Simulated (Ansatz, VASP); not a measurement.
Two plane-wave programs on AlNi3Sb

```
CELL_PARAMETERS angstrom
4.03493 0.00000 0.00000
-2.01746 3.49435 0.00000
0.00000 0.00000 4.83764
ATOMIC_POSITIONS crystal
Sb 0.33333 0.66667 0.50000
Ni 0.66667 0.33333 0.50000
Ni 0.00000 0.00000 0.24426
Ni 0.00000 0.00000 0.75574
Al 0.66667 0.33333 0.00000
```

Change from the starting cell: volume scaled by 0.94.

Alike in both runs: task single point; functional PBE; k mesh 8 × 8 × 6; occupations fermi-dirac, width 0.05 eV; collinear spin, ferromagnetic start.

|  | VASP | Ansatz |
| --- | --- | --- |
| version | VASP 6.6.1 | Ansatz 0.2.0 |
| potentials or method | VASP PAW PBE potentials, release 64 (Sb, Ni, Al) | Ansatz PAW |
| plane-wave cutoff (eV) | 520 | 420 |
| valence electrons in the cell | 38 | 72 |

|  | VASP | Ansatz | Ansatz less VASP |
| --- | --- | --- | --- |
| gap on the k mesh at the Fermi level (eV) | none | none | - |
| pressure (GPa) | 11.7 | 11.9 | +0.19 |
| largest component of the traceless stress (GPa) | 0.82 | 0.97 | +0.145 |
| rms of the force components (eV/Å) | 0.057 | 0.053 | -0.0040 |
| net moment per atom (μB) | 0.00 | 0.00 | 0.000 |

Atom by atom the forces differ by 0.004 eV/Å (rms over components). A gap of «none» marks a metal or a gap that the smearing closes. The functional is the same, so the differences come from potentials, cutoffs and numerics. The two sets of potentials don't hold the same shells in valence.

Caveats: the starting moments weren't kept (Ansatz). Spin-orbit coupling is left out, which matters for the levels of Sb.
